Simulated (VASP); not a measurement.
Output of a VASP run:

OSZICAR:
```
...
DAV:   2    -0.224733415274E+02   -0.10329E+03   -0.10039E+03  3107   0.352E+02
DAV:   3    -0.290194463707E+02   -0.65461E+01   -0.62764E+01  5017   0.850E+01
DAV:   4    -0.292744240801E+02   -0.25498E+00   -0.25251E+00  3834   0.145E+01
DAV:   5    -0.292876474513E+02   -0.13223E-01   -0.13213E-01  4531   0.286E+00    0.120E+01
DAV:   6    -0.252120207197E+02    0.40756E+01   -0.14871E+01  4311   0.559E+01    0.311E+00
DAV:   7    -0.244428407508E+02    0.76918E+00   -0.16348E+00  3586   0.164E+01    0.197E+00
DAV:   8    -0.245587211564E+02   -0.11588E+00   -0.87032E-01  3463   0.106E+01    0.124E+00
DAV:   9    -0.245403055460E+02    0.18416E-01   -0.18718E-01  3271   0.540E+00    0.689E-01
DAV:  10    -0.246339843565E+02   -0.93679E-01   -0.28646E-01  3124   0.733E+00    0.188E-01
DAV:  11    -0.246477511216E+02   -0.13767E-01   -0.50669E-02  3192   0.334E+00    0.131E-01
DAV:  12    -0.246517698405E+02   -0.40187E-02   -0.22932E-03  3485   0.639E-01    0.107E-01
DAV:  13    -0.246517871842E+02   -0.17344E-04   -0.54651E-02  3089   0.371E+00    0.865E-02
DAV:  14    -0.246548043462E+02   -0.30172E-02   -0.32409E-02  3086   0.285E+00    0.257E-02
DAV:  15    -0.246557155564E+02   -0.91121E-03   -0.10000E-02  3092   0.128E+00    0.223E-02
DAV:  16    -0.246554895108E+02    0.22605E-03   -0.84605E-04  3137   0.366E-01    0.188E-02
DAV:  17    -0.246543465531E+02    0.11430E-02   -0.23578E-03  3086   0.648E-01    0.768E-03
DAV:  18    -0.246543872416E+02   -0.40688E-04   -0.24054E-04  3202   0.235E-01    0.468E-03
DAV:  19    -0.246543896109E+02   -0.23693E-05   -0.17620E-05  3418   0.574E-02    0.404E-03
DAV:  20    -0.246543929731E+02   -0.33623E-05   -0.49385E-06  3173   0.317E-02    0.329E-03
DAV:  21    -0.246544123877E+02   -0.19415E-04   -0.33793E-05  3086   0.842E-02    0.273E-03
DAV:  22    -0.246544064148E+02    0.59729E-05   -0.25934E-05  3086   0.737E-02    0.122E-03
DAV:  23    -0.246544053657E+02    0.10492E-05   -0.42871E-06  3116   0.274E-02    0.772E-04
DAV:  24    -0.246544056309E+02   -0.26526E-06   -0.81882E-07  3130   0.939E-03    0.625E-04
DAV:  25    -0.246544049674E+02    0.66356E-06   -0.97176E-08  2324   0.389E-03    0.289E-04
DAV:  26    -0.246544047553E+02    0.21203E-06   -0.91334E-08  1721   0.465E-03    0.112E-04
DAV:  27    -0.246544046772E+02    0.78126E-07   -0.28928E-08  1555   0.239E-03
   1 F= -.24654405E+02 E0= -.24654382E+02  d E =-.246544E+02
       N       E                     dE             d eps       ncg     rms          rms(c)
DAV:   1    -0.246544413117E+02   -0.36556E-04   -0.20416E-03  3173   0.776E-01    0.443E-02
DAV:   2    -0.246544000689E+02    0.41243E-04   -0.11138E-04  3143   0.116E-01    0.222E-02
DAV:   3    -0.246543895611E+02    0.10508E-04   -0.27908E-05  3199   0.768E-02    0.815E-03
DAV:   4    -0.246543967326E+02   -0.71715E-05   -0.67105E-05  3097   0.968E-02    0.290E-03
DAV:   5    -0.246543913892E+02    0.53434E-05   -0.13683E-05  3100   0.393E-02    0.159E-03
DAV:   6    -0.246543972963E+02   -0.59071E-05   -0.33792E-06  3240   0.281E-02    0.625E-04
DAV:   7    -0.246543980739E+02   -0.77763E-06   -0.19056E-06  3100   0.171E-02    0.268E-04
DAV:   8    -0.246543983928E+02   -0.31883E-06   -0.12003E-07  2456   0.403E-03    0.191E-04
DAV:   9    -0.246543982268E+02    0.16598E-06   -0.39161E-08  1614   0.233E-03    0.133E-04
DAV:  10    -0.246543986550E+02   -0.42819E-06   -0.35996E-08  1564   0.236E-03    0.268E-05
DAV:  11    -0.246543986156E+02    0.39371E-07   -0.70330E-09  1549   0.121E-03
   2 F= -.24654399E+02 E0= -.24654382E+02  d E =0.606162E-05
```

OUTCAR:
```
------------------------ aborting loop because EDIFF is reached ----------------------------------------
  FORCE on cell =-STRESS in cart. coord.  units (eV):
  Direction    XX          YY          ZZ          XY          YZ          ZX
  --------------------------------------------------------------------------------------
  Total        0.7455529      0.7455529      0.7245253      0.0000000     -0.0000000      0.0000000
  in kB       38.3933673     38.3933673     37.3105210      0.0000000     -0.0000000      0.0000000
  external PRESSURE =      38.0324186 kB  Pullay stress =       0.0000000 kB
  volume of cell :       31.11
      direct lattice vectors                 reciprocal lattice vectors
     2.787612409  0.000000000  0.000000000     0.358729928  0.000000000  0.000000000
     0.000000000  2.787612409  0.000000000     0.000000000  0.358729928  0.000000000
     0.000000000 -0.000000000  4.003760266     0.000000000  0.000000000  0.249765204
 POSITION                                       TOTAL-FORCE (eV/Angst)
 -----------------------------------------------------------------------------------
      0.00000      0.00000      0.00000         0.000000      0.000000      0.000000
      1.39381      1.39381      2.00188         0.000000     -0.000000      0.000000
 -----------------------------------------------------------------------------------
    total drift:                                0.000000      0.000000      0.000000
  FREE ENERGIE OF THE ION-ELECTRON SYSTEM (eV)
  ---------------------------------------------------
  free  energy   TOTEN  =       -24.6543986156 eV

  energy  without entropy=      -24.6543481523  energy(sigma->0) =      -24.65438179

 reached required accuracy - stopping structural energy minimisation
```
(Selected blocks of OUTCAR.)

File POSCAR:
```
TiAl
1
    2.7868366667     0.0000000000     0.0000000000
    0.0000000000     2.7868366667     0.0000000000
    0.0000000000     0.0000000000     4.0059895453
Ti Al
1 1
Direct
  0.0000000000   0.0000000000   0.0000000000
  0.5000000000   0.5000000000   0.5000000000
```

Q: Reconstruct the remaining input files.

A: Several could match; the one computed here: the input of the run itself, SCAN meta-GGA, plane waves, VASP's PBE PAW potentials (set 64).

INCAR:
```
! general
SYSTEM   =  TiAl
PREC     =  Accurate
ENCUT    =  520
LREAL    =  .FALSE.
LASPH    =  .TRUE.

! electronic loop
EDIFF    =  1E-7
NELM     =  100
ALGO     =  Normal
LMAXMIX  =  4
LMIXTAU  =  .TRUE.

! smearing
ISMEAR   =  1
SIGMA    =  0.1

! functional
METAGGA  =  SCAN

! ions
IBRION   =  2
NSW      =  30
ISIF     =  4
EDIFFG   =  -0.01

! output
LWAVE    =  .FALSE.
LCHARG   =  .FALSE.
```

KPOINTS:
```
Automatic mesh
0
Gamma
13 13 9
0 0 0
```

POTCAR, in this order: Ti_sv Al (PBE.64 set). Program: vasp_std.

The compound is TiAl in the L1_0 structure. This cell is one point of a volume scan, at 0.97 of the reference volume. Symmetry was kept, so distortions that lower it aren't found. The electron count is odd and the run is not spin-polarised, which forces a metal.
